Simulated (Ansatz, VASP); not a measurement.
**Ta2CF2 (Ta2CF2 MXene monolayer) in two plane-wave programs**

Aim: how closely do two programs agree when they are given the same cell, functional and k mesh? The cell is taken from a series of runs on this material, whose earlier steps may have relaxed, scaled, displaced or heated it; both programs get it as it stands.

Program: Ansatz 0.2.0. Level of theory: plane waves, with VASP 6.6.1 beside it; single point at PBE with D3(BJ). Results are calculated unless marked as measured.

**1. The starting structure**

The cell holds 5 atoms: 2 F, 2 Ta and 1 C. Its edges and angles: a = 3.182 Å, b = 3.182 Å, c = 23.002 Å, α = 90.0°, β = 90.0°, γ = 120.0°. Vacuum lies along c.

**2. VASP: single point, PBE with D3(BJ)**

With cell and atoms fixed, the geometry can't cause a difference; cores, projectors, grids and the points listed under the comparison can.

Lines of VASP's logs that name or quote its potential files are left out, and so is its time.

File INCAR:

```
SYSTEM = Ta2CF2
PREC = Accurate
ENCUT = 520
EDIFF = 1E-06
NELM = 120
ISMEAR = -1
SIGMA = 0.02585
LREAL = .FALSE.
ALGO = Normal
GGA = PE
IVDW = 12
NBANDS = 26
LASPH = .TRUE.
LORBIT = 11
LWAVE = .FALSE.
LCHARG = .FALSE.
ISIF = 2
LDIPOL = .TRUE.
IDIPOL = 3
DIPOL = 0.5 0.5 0.5
LVHAR = .TRUE.
GGA_COMPAT = .FALSE.
NELMDL = -8
KPAR = 2
```

File POSCAR:

```
Ta2CF2
1.0
    3.1824185361      0.0000000000      0.0000000000
   -1.5912092681      2.7560552978      0.0000000000
    0.0000000000      0.0000000000     23.0015490724
F Ta C
2 2 1
Direct
    0.3333333333      0.6666666667      0.3912779949
    0.6666666667      0.3333333333      0.6087220051
    0.6666666667      0.3333333333      0.4524368190
    0.3333333333      0.6666666667      0.5475631810
    0.0000000000      0.0000000000      0.5000000000
```

File KPOINTS:

```
Automatic mesh
0
Gamma
18 18 1
0 0 0
```

Potentials, in the order of the species: F, Ta_pv and C (PBE family, release 64).

The run is started by

```bash
> mpirun -np 2 vasp_std
```

Numbers of over 12 decimals in the logs are rounded to 6 here.

What it wrote:

```text
[banner, memory and clock lines left out]
running    2 mpi-ranks, on    1 nodes
 distrk:  each k-point on    1 cores,    2 groups
 distr:  one band on    1 cores,    1 groups

 POSCAR found type information on POSCAR F TaC
 POSCAR found :  3 types and       5 ions
 LDA part: xc-table for (Slater+PW92), standard interpolation
 POSCAR, INCAR and KPOINTS ok, starting setup
 FFT: planning ... GRIDC
 FFT: planning ... GRID_SOFT
 FFT: planning ... GRID
 WAVECAR not read
 entering main loop
       N       E                     dE             d eps       ncg     rms          rms(c)
DAV:   1     0.349006345288E+03    0.34901E+03   -0.21438E+04  2268   0.130E+03
DAV:   2    -0.194126455959E+02   -0.36842E+03   -0.36214E+03  2358   0.340E+02
DAV:   3    -0.504011522093E+02   -0.30989E+02   -0.30705E+02  2394   0.961E+01
DAV:   4    -0.510451175321E+02   -0.64397E+00   -0.63898E+00  2530   0.146E+01
DAV:   5    -0.510589583843E+02   -0.13841E-01   -0.13812E-01  2456   0.198E+00
DAV:   6    -0.510594286701E+02   -0.47029E-03   -0.47013E-03  2550   0.353E-01
DAV:   7    -0.510594474178E+02   -0.18748E-04   -0.18745E-04  2456   0.676E-02
DAV:   8    -0.510594483378E+02   -0.91998E-06   -0.92011E-06  2262   0.148E-02    0.323E+01
DAV:   9    -0.443890302672E+02    0.66704E+01   -0.33166E+01  2356   0.325E+01    0.127E+01
DAV:  10    -0.443316724247E+02    0.57358E-01   -0.17243E+00  2348   0.848E+00    0.502E+00
DAV:  11    -0.442799162660E+02    0.51756E-01   -0.27229E-01  2136   0.299E+00    0.822E-01
DAV:  12    -0.442737293713E+02    0.61869E-02   -0.25373E-02  2596   0.102E+00    0.245E-01
DAV:  13    -0.442720123598E+02    0.17170E-02   -0.14608E-02  2374   0.680E-01    0.153E-01
DAV:  14    -0.442709797536E+02    0.10326E-02   -0.46754E-03  2434   0.364E-01    0.470E-02
[...]
DAV:  18    -0.442715366597E+02   -0.13072E-03   -0.43605E-05  2484   0.454E-02    0.693E-03
DAV:  19    -0.442716717990E+02   -0.13514E-03   -0.18576E-05  2474   0.236E-02    0.102E-02
DAV:  20    -0.442717455141E+02   -0.73715E-04   -0.11227E-05  2198   0.172E-02    0.306E-03
DAV:  21    -0.442718069615E+02   -0.61447E-04   -0.31158E-06  1960   0.106E-02    0.126E-03
DAV:  22    -0.442718169750E+02   -0.10014E-04   -0.51704E-07  1678   0.378E-03    0.140E-03
DAV:  23    -0.442718223022E+02   -0.53271E-05   -0.29664E-07  1564   0.233E-03    0.584E-04
DAV:  24    -0.442718246414E+02   -0.23392E-05   -0.18931E-07  1456   0.196E-03    0.318E-04
DAV:  25    -0.442718250057E+02   -0.36433E-06   -0.30303E-08  1366   0.781E-04
   1 F= -.45334476E+02 E0= -.45333327E+02  d E =-.229699E-02
```

Parts of OUTCAR (step 2):

```text
ion  position               nearest neighbor table
   1  0.333  0.667  0.391-   3 2.31   3 2.31   3 2.31
   2  0.667  0.333  0.609-   4 2.31   4 2.31   4 2.31
   3  0.667  0.333  0.452-   5 2.14   5 2.14   5 2.14   1 2.31   1 2.31   1 2.31   4 2.86   4 2.86
                             4 2.86
   4  0.333  0.667  0.548-   5 2.14   5 2.14   5 2.14   2 2.31   2 2.31   2 2.31   3 2.86   3 2.86
                             3 2.86
   5  0.000  0.000  0.500-   3 2.14   4 2.14   3 2.14   4 2.14   3 2.14   4 2.14

  LATTYP: Found a hexagonal cell.
 ALAT       =     3.1824185361
 C/A-ratio  =     7.2276945384

 Subroutine GETGRP returns: Found 12 space group operations
 (whereof 12 operations were pure point group operations)

The static configuration has the point symmetry D_3d.

 Found     37 irreducible k-points:

   k-points           NKPTS =     37   k-points in BZ     NKDIM =     37   number of bands    NBANDS=     26

   dimension x,y,z NGX =    24 NGY =   24 NGZ =  180
   dimension x,y,z NGXF=    48 NGYF=   48 NGZF=  360

   ENCUT  =  520.0 eV  38.22 Ry    6.18 a.u.   5.92  5.92 42.77*2*pi/ulx,y,z

   NELECT =      40.0000    total number of electrons

 k-points in reciprocal lattice and weights: Automatic mesh
   0.00000000  0.00000000  0.00000000       0.003
   0.05555556  0.00000000  0.00000000       0.019
   0.11111111  0.00000000  0.00000000       0.019
   0.16666667  0.00000000  0.00000000       0.019
   0.22222222  0.00000000  0.00000000       0.019
   0.27777778  0.00000000  0.00000000       0.019
   0.33333333 -0.00000000  0.00000000       0.019
   0.38888889 -0.00000000  0.00000000       0.019
   0.44444444  0.00000000  0.00000000       0.019
[...]
0.33333333  0.27777778  0.00000000       0.037
   0.33333333  0.33333333  0.00000000       0.006

 dipolmoment           0.000000      0.000000      0.000000 electrons x Angstroem

 average (electrostatic) potential at core
       1 -83.0994       2 -83.0994       3 -44.8765       4 -44.8765       5 -56.5832

 E-fermi :  -0.7416

 k-point     1 :       0.0000    0.0000    0.0000
  band No.  band energies     occupation
    ...
     17      -5.9077      2.00000
     18      -5.9077      2.00000
     19      -2.4831      2.00000
     20      -2.4831      2.00000
     21      -1.3535      2.00000
     22      -0.1254      0.00000
     23       0.5729      0.00000
     24       0.5729      0.00000
     25       0.7215      0.00000
     26       1.2965      0.00000

 k-point     2 :       0.0556    0.0000    0.0000
  band No.  band energies     occupation
    ...
     17      -6.0117      2.00000
     18      -5.9236      2.00000
     19      -2.5981      2.00000
     20      -2.4103      2.00000
     21      -1.3377      2.00000
     22       0.0334      0.00000
     23       0.4460      0.00000
     24       0.5687      0.00000
     25       0.6417      0.00000
     26       1.3817      0.00000

 k-point     3 :       0.1111    0.0000    0.0000
  band No.  band energies     occupation
    ...
     17      -6.2614      2.00000
     18      -5.9605      2.00000
     19      -2.8841      2.00000
     20      -2.1976      2.00000
     21      -1.2955      2.00000
     22       0.1312      0.00000
     23       0.4863      0.00000
     24       0.5700      0.00000
     25       0.5878      0.00000
     26       1.5757      0.00000

 Edisp (eV)   -1.06265

  Total       0.14262     0.14262     0.17045    -0.00000     0.00000    -0.00000
  in kB       1.13259     1.13259     1.35368    -0.00000     0.00000    -0.00000
  external pressure =        1.21 kB  Pullay stress =        0.00 kB

  energy-cutoff  :      520.00
  volume of cell :      201.74
      direct lattice vectors                 reciprocal lattice vectors
     3.182418536  0.000000000  0.000000000     0.314226425  0.181418711  0.000000000
    -1.591209268  2.756055298  0.000000000     0.000000000  0.362837422  0.000000000
     0.000000000  0.000000000 23.001549072     0.000000000  0.000000000  0.043475333

 POSITION                                       TOTAL-FORCE (eV/Angst)
 -----------------------------------------------------------------------------------
     -0.00000      1.83737      9.00000         0.000000     -0.000000     -0.024102
      1.59121      0.91869     14.00155        -0.000000      0.000000      0.024102
      1.59121      0.91869     10.40675        -0.000000     -0.000000     -0.072151
     -0.00000      1.83737     12.59480        -0.000000      0.000000      0.072151
      0.00000      0.00000     11.50077        -0.000000      0.000000      0.000000
 -----------------------------------------------------------------------------------
    total drift:                                0.000000     -0.000000      0.000000

  FREE ENERGIE OF THE ION-ELECTRON SYSTEM (eV)
  ---------------------------------------------------
  free  energy   TOTEN  =       -45.3344755716 eV

  energy  without entropy=      -45.3321785767  energy(sigma->0) =      -45.33332707

 vacuum level on the upper side and lower side of the slab         3.131         3.131

 total charge
# of ion       s       p       d       tot
------------------------------------------
    1        1.738   4.331   0.000   6.069
    2        1.738   4.331   0.000   6.069
    3        0.282   6.190   2.501   8.974
    4        0.282   6.190   2.501   8.974
    5        0.867   1.642   0.000   2.509
--------------------------------------------------
tot          4.908  22.685   5.003  32.596

[... 3 further parts left out ...]
```

**3. Ansatz: single point, PBE with D3(BJ)**

Ansatz runs on its PAW soft_1 files.

The same cell, functional, mesh and smearing now go to Ansatz, which takes its cutoff from its data sets.

File input.yaml:

```yaml
crystal:
  lattice:
    - [3.1824185361, 0.0, 0.0]
    - [-1.5912092681, 2.7560552978, 0.0]
    - [0.0, 0.0, 23.0015490724]
  atoms:
    - { symbol: F, position: [0.3333333333, 0.6666666667, 0.3912779949] }
    - { symbol: Ta, position: [0.6666666667, 0.3333333333, 0.452436819] }
    - { symbol: C, position: [0.0, 0.0, 0.5] }
    - { symbol: Ta, position: [0.3333333333, 0.6666666667, 0.547563181] }
    - { symbol: F, position: [0.6666666667, 0.3333333333, 0.6087220051] }
kpoints:
  mp_grid: { grid: [18, 18, 1] }
  band_path:
    path: [[0, 0, 0], [0.5, 0, 0], [0.33333333, 0.33333333, 0], [0, 0, 0]]
    npoints: 16
hamiltonian:
  xc: pbe
  dispersion: d3bj
  pseudopotentials: { kind: paw, azcp: { folder: soft_1 } }
scf:
  occupations: { method: fermi_dirac, width: 0.02585 }
  convergence: { dr2_threshold: 1.0e-10 }
efield:
  axis: 3
  dipole_correction: true
  ramp_position: 0.97
  ramp_width: 0.06
  amplitude: 0
output:
  dos: { projected: true, e_range: [-6, 5] }
  write_potential: true
  write_density: true
  volumetric_format: npy
  elf: true
```

The run is started by

```bash
> ansatz run input.yaml --threads 2 --pin off --max-ram 3072MiB --backend cpu --events-out ev --progress --plain --runs-dir out
```

What it wrote:

```text
Engine: ansatz 0.2.0, aarch64-unknown-linux-gnu
Pseudopotentials: kind: paw
Pseudopotential: F, paw, valence charge 7, recommended cutoff 420 eV (normal), soft_1/F.paw.azcp
Pseudopotential: Ta, paw, valence charge 13, recommended cutoff 420 eV (normal), soft_1/Ta.paw.azcp
Pseudopotential: C, paw, valence charge 4, recommended cutoff 420 eV (normal), soft_1/C.paw.azcp
Functional definition: PBE
  parameter kappa = 0.804
  parameter beta = 0.066725
  exchange = pbe_x(kappa = kappa, mu = beta*pi^2/3)
  correlation = pbe_c(beta = beta)
Crystal: 5 atoms, lattice volume = 201.745 Å³
Basis set: ecut = 420 eV, 3965 PW (Γ)
Bands: 27, of which v1, the nominal top of the filled ones, is band 22 counted from 1 (21 counted from 0)
Symmetry: 6 space group operations
k-points: 37 of 324 (time reversal used)
Non-local potential: F, projectors of the file, l = 0: 2, l = 1: 2, l = 2: 1
Non-local potential: Ta, projectors of the file, l = 0: 3, l = 1: 2, l = 2: 2, l = 3: 1
Non-local potential: C, projectors of the file, l = 0: 2, l = 1: 2, l = 2: 1
PAW form: soft (Blöchl's): semilocal exchange-correlation on the pseudo side does not see the compensation charge
PAW one-centre angular grid: F, 110 points (default); XC on 64 Gauss nodes
PAW one-centre angular grid: Ta, 590 points (default); XC on 64 Gauss nodes
PAW one-centre angular grid: C, 110 points (default); XC on 64 Gauss nodes
Initial density: superposition of atomic densities (neutral atoms: chi_scale 0, normalization atom)
Initial wavefunctions: pseudopotential atomic-orbital guess
Functional: x = pbe(κ = 0.804, μ = 0.219515), c = pbe(β = 0.066725)
SCF iter   1: F=—  HF=-21742.121075 eV  |F-HF|=—  |Δ(HF+E_count)|=         —  Δρ=7.00e-2  dr2=1.73e1  ethr=3.10e-3  p=-0.000 e·Å  D=-1.32e-14 V/Å  ΔV_dip=0.00 eV  dr2_dipole=4.54e-9  V_vac-E_F(+/−)=6.37/6.37 eV  ⟨swp⟩=9.8  Hψ=5725  notcnv=0
efield: sawtooth ramp at fractional position 0.9700 (set: `efield.ramp_position`, or a place that a band, a saddle search or an elastic batch's reference lends), width 0.0600; the density the first Hamiltonian is built on has a dipole p = -0.000 e·Å; the dipole correction subtracts the counter field D = -1.32e-14 V/Å, which shifts the + side's vacuum level by +0.00 eV against the − side's; the planar-averaged density in the ramp window peaks in size at 1.7e-6 e/Å³
preconditioner: auto → LDOS  [metal: Δε(μ)=0.037 eV  Ē_g=9.618 eV  σ=0.026 eV  W_gap=0.32  n_scr=14 (ndim 8)  ℏωp=12.8 eV  f_vac=0.673  D(μ)=1.88/eV (n_scr^D=8)  β→1.0]
SCF iter   2: F=—  HF=-21738.958516 eV  |F-HF|=—  |Δ(HF+E_count)|=    3.16e0  Δρ=5.98e-2  dr2=5.92e0  ethr=3.10e-3  p=-0.000 e·Å  D=-2.54e-5 V/Å  ΔV_dip=0.00 eV  dr2_dipole=3.39e-9  V_vac-E_F(+/−)=2.40/2.40 eV  ⟨swp⟩=4.0  Hψ=2948  notcnv=0  defer=18
SCF iter   3: F=—  HF=-21737.554994 eV  |F-HF|=—  |Δ(HF+E_count)|=    1.40e0  Δρ=1.36e-2  dr2=2.44e-1  ethr=3.10e-3  p=-0.000 e·Å  D=-3.63e-6 V/Å  ΔV_dip=0.00 eV  dr2_dipole=2.81e-10  V_vac-E_F(+/−)=4.20/4.20 eV  ⟨swp⟩=3.1  Hψ=2775  notcnv=0  defer=18
SCF iter   4: F=—  HF=-21737.480800 eV  |F-HF|=—  |Δ(HF+E_count)|=   7.42e-2  Δρ=2.76e-3  dr2=1.63e-2  ethr=5.55e-4  p=0.000 e·Å  D=7.70e-7 V/Å  ΔV_dip=-0.00 eV  dr2_dipole=8.72e-11  V_vac-E_F(+/−)=3.89/3.89 eV  ⟨swp⟩=2.2  Hψ=1730  notcnv=0  defer=18
SCF iter   5: F=—  HF=-21737.481433 eV  |F-HF|=—  |Δ(HF+E_count)|=   6.33e-4  Δρ=4.25e-4  dr2=4.52e-4  ethr=3.70e-5  p=-0.000 e·Å  D=-8.92e-7 V/Å  ΔV_dip=0.00 eV  dr2_dipole=4.10e-11  V_vac-E_F(+/−)=3.79/3.79 eV  ⟨swp⟩=2.4  Hψ=1866  notcnv=0  defer=20
SCF iter   6: F=—  HF=-21737.481568 eV  |F-HF|=—  |Δ(HF+E_count)|=   1.36e-4  Δρ=1.41e-4  dr2=1.94e-5  ethr=1.03e-6  p=0.000 e·Å  D=1.31e-7 V/Å  ΔV_dip=-0.00 eV  dr2_dipole=3.32e-12  V_vac-E_F(+/−)=3.82/3.82 eV  ⟨swp⟩=2.4  Hψ=1818  notcnv=0  defer=20
SCF iter   7: F=—  HF=-21737.481611 eV  |F-HF|=—  |Δ(HF+E_count)|=   4.24e-5  Δρ=2.44e-5  dr2=1.02e-6  ethr=4.41e-8  p=-0.000 e·Å  D=-2.71e-7 V/Å  ΔV_dip=0.00 eV  dr2_dipole=1.08e-11  V_vac-E_F(+/−)=3.82/3.82 eV  ⟨swp⟩=2.6  Hψ=1811  notcnv=0  defer=20
SCF iter   8: F=—  HF=-21737.481512 eV  |F-HF|=—  |Δ(HF+E_count)|=   9.93e-5  Δρ=5.17e-6  dr2=6.08e-8  ethr=2.31e-9  p=0.000 e·Å  D=3.26e-7 V/Å  ΔV_dip=-0.00 eV  dr2_dipole=1.18e-11  V_vac-E_F(+/−)=3.82/3.82 eV  ⟨swp⟩=3.0  Hψ=2082  notcnv=0  defer=20
SCF iter   9: F=—  HF=-21737.481512 eV  |F-HF|=—  |Δ(HF+E_count)|=   8.13e-8  Δρ=1.06e-6  dr2=2.65e-9  ethr=1.38e-10  p=-0.000 e·Å  D=-3.83e-7 V/Å  ΔV_dip=0.00 eV  dr2_dipole=1.52e-11  V_vac-E_F(+/−)=3.82/3.82 eV  ⟨swp⟩=2.2  Hψ=1550  notcnv=0  defer=20
SCF iter  10: F=—  HF=-21737.481512 eV  |F-HF|=—  |Δ(HF+E_count)|=   5.90e-9  Δρ=2.99e-7  dr2=2.70e-10  ethr=6.02e-12  p=0.000 e·Å  D=4.43e-7 V/Å  ΔV_dip=-0.00 eV  dr2_dipole=2.40e-11  V_vac-E_F(+/−)=3.82/3.82 eV  ⟨swp⟩=2.9  Hψ=1998  notcnv=0  defer=20
SCF iter  11: F=-21737.481512 eV  HF=-21737.481512 eV  |F-HF|=5.09e-11  |Δ(HF+E_count)|=  9.09e-11  Δρ=1.14e-7  dr2=6.84e-11  ethr=1.00e-12  p=-0.000 e·Å  D=-2.77e-7 V/Å  ΔV_dip=0.00 eV  dr2_dipole=8.93e-12  V_vac-E_F(+/−)=3.82/3.82 eV  ⟨swp⟩=8.1  Hψ=3752  notcnv=0
SCF 1 converged in 11 iterations: F = -21737.481512 eV  dr2 = 6.84e-11
  greatest PAW one-centre occupation: 0.999 electrons in one spin orbital (limit 2), on the Ta atom at site 1 (counted from 0), in its partial waves of l = 0
NSCF: frozen V_eff on 49 k-points
efield: sawtooth ramp at fractional position 0.9700 (kept from the solve that this one continues, or follows in the run), width 0.0600; the density the first Hamiltonian is built on has a dipole p = -0.000 e·Å; the dipole correction subtracts the counter field D = -2.77e-7 V/Å, which shifts the + side's vacuum level by +0.00 eV against the − side's; the planar-averaged density in the ramp window peaks in size at 1.4e-6 e/Å³
WARN: The output density's exchange-correlation potential varies sharply where the density is thin. Do not read a vacuum level from v_tot or v_xc, or from such a field of the output density. On a cell that repeats whose density bears no net charge and no dipole along the vacuum's axis use v_es (v_loc + v_h of the components); under efield.dipole_correction with no amplitude use v_es + v_field, which holds any externa [...]
SCF converged after 11 iterations
Free energy (F): -21737.481512 eV
Harris-Foulkes:  -21737.481512 eV  (|F-HF|=5.09e-11)
Internal energy: -21737.479205 eV  (E = F + TS)
E sigma→0 (E₀):  -21737.480358 eV
Entropy (-TS):   -0.002306 eV (-0.461 meV/atom)
Fermi energy:    1.974151 eV
Dipole field:    D = 0.000004 V/Å  (p = 0.000004 e·Å, saw-weighted, corrected)
Work function:   Φ+ = 3.8210 eV   Φ− = 3.8212 eV
Levels:          The Fermi level and band energies are counted from a zero that moves with the ramp; work functions are not
--- Per-component energies (eV) ---
  E_band       = -885.914120
  E_kinetic    = 1273.575161
  E_local      = -44699.506167  (includes V_loc(G=0)·N_el)
  E_nonlocal   = 175.749781
  E_hartree    = 21724.113735
  E_xc         = -845.229262
  E_vxc        = -725.089704  (∫ρ·V_xc dr)
  E_paw        = -17118.931789  (= ΣΔE_a)
  E_vpaw       = -358.872425  (= ΣTr[D̂ρ^β])
  E_aug_tail   = 0.001632  (compensation charges beyond the density's cutoff)
  E_efield     = 0.000000  (sawtooth field / dipole correction)
  E_vefield    = 0.000000  (∫n·V_field dr)
  E_ewald      = 17753.810478
  E_disp       = -1.062773  (pairwise vdW)
  E_smearing   = -0.002306  (= −TS)
  E_closure    = -0.000000  (closes the sum)
  Σ components = -21737.481512   (vs F -21737.481512, Δ=0.00e0)
--- Band table (eV; the first three rows and the last of 37) ---
  k-point 0: bands = [... 18 lower, -3.2042, -3.2042, 0.2409, 0.2409, 1.3620, 2.5710, 3.3005, 3.3005, ... 1 higher]
  k-point 1: bands = [... 18 lower, -3.3068, -3.2194, 0.1245, 0.3134, 1.3779, 2.7314, 3.1703, 3.2955, ... 1 higher]
  k-point 2: bands = [... 18 lower, -3.5536, -3.2546, -0.1637, 0.5252, 1.4199, 2.8507, 3.1876, 3.2716, ... 1 higher]
  k-point 36: bands = [... 18 lower, -4.2093, -3.1241, 0.8012, 1.3250, 1.3250, 3.9646, 4.0932, 4.0932, ... 1 higher]
```

**4. Differences**

Known differences besides the potentials themselves: the data sets hold 44 valence electrons in Ansatz (on its PAW soft_1 files) and 40 in VASP; the cutoff is 420 eV in Ansatz and 520 eV in VASP. Total energies have different zeros and are not compared.

Both answers:

```
                                   quantity  Ansatz  VASP  difference
 work function, lower of the two faces (eV)    3.82  3.87       -0.05
work function, higher of the two faces (eV)    3.82  3.87       -0.05
```

With vacuum in the cell, a pressure given here is an average over mostly empty space and none of the material.

**5. Summary of results**

```
difference in work function, lower of the two faces (single point, PBE with D3(BJ)) : -0.052 eV
```

The difference in work function, lower of the two faces is -0.052 eV (single point, PBE with D3(BJ)). The data sets hold unlike numbers of valence electrons (44 in Ansatz and 40 in VASP), so part of the differences comes from the potentials. How closely two codes agree says nothing of how well the functional describes the real material.

[Lines on the potential files, build, host, timing and source positions are cut from VASP's logs without a mark.]

[Logs are printed without paths, hosts, clocks, repeated set-up lines and the standing remarks that a program may print on its own settings, such as how far it seeks lower states.]

[Hosts, paths, dates, database ids (printed as entryN), source tags and the programs' standing remarks are cut or masked in the printed files.]
